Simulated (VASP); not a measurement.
Input for VASP

**POSCAR**
```
NiAl
1
    2.8900000000     0.0000000000     0.0000000000
    0.0000000000     2.8900000000     0.0000000000
    0.0000000000     0.0000000000     2.8900000000
Al Ni
1 1
Direct
  0.5000000000   0.5000000000   0.5000000000
  0.0000000000   0.0000000000   0.0000000000
```

**KPOINTS**
```
kpoints
0
G
  1 1 1
0 0 0
```

INCAR:
```
SYSTEM  =  NiAl
PREC  =  Accurate; ENCUT  =  300; LREAL  =  .FALSE.
LASPH  =  .TRUE.
EDIFF  =  1E-6; NELM  =  100; ALGO  =  Normal
LMAXMIX  =  4
ISMEAR  =  -1; SIGMA  =  0.1
GGA  =  PS
ISIF  =  2
LWAVE  =  .FALSE.; LCHARG  =  .FALSE.
```

POTCAR, in this order: Al Ni (PBE.64 set). Program: vasp_std.

**Question.** Write an equivalent input for Quantum ESPRESSO's pw.x.

**Answer.** One equivalent input (not run):
```
&CONTROL
  calculation = 'scf'
  pseudo_dir = './pseudo'
  outdir = './out'
  tprnfor = .true.
  tstress = .true.
/
&SYSTEM
  ibrav = 0
  nat = 2
  ntyp = 2
  ecutwfc = 98
  occupations = 'smearing'
  smearing = 'fermi-dirac'
  degauss = 0.00735
  input_dft = 'pbesol'
/
&ELECTRONS
  conv_thr = 7.3e-08
  electron_maxstep = 100
/
ATOMIC_SPECIES
  Al 26.982 Al.upf
  Ni 58.693 Ni.upf
CELL_PARAMETERS angstrom
     2.8900000    0.0000000    0.0000000
     0.0000000    2.8900000    0.0000000
     0.0000000    0.0000000    2.8900000
ATOMIC_POSITIONS crystal
  Al   0.5000000  0.5000000  0.5000000
  Ni   0.0000000  0.0000000  0.0000000
K_POINTS automatic
  1 1 1 0 0 0
```
What does not carry over: the potentials are each code's own (VASP's PAW set, PseudoDojo norm-conserving files in pw.x), so ENCUT and ecutwfc are chosen apart and not converted; conv_thr bounds pw.x's estimated SCF error, while EDIFF bounds the energy change between steps.

The structure is a typed NiAl crystal. The cell was not relaxed at this level. The k-mesh is coarse (spacing up to 2.17 per Å, 2π included), so the numbers may not be converged in it. The run is one of a series of settings (KPOINTS 1×1×1 Γ-centred mesh against the base run), some of them coarse on purpose.
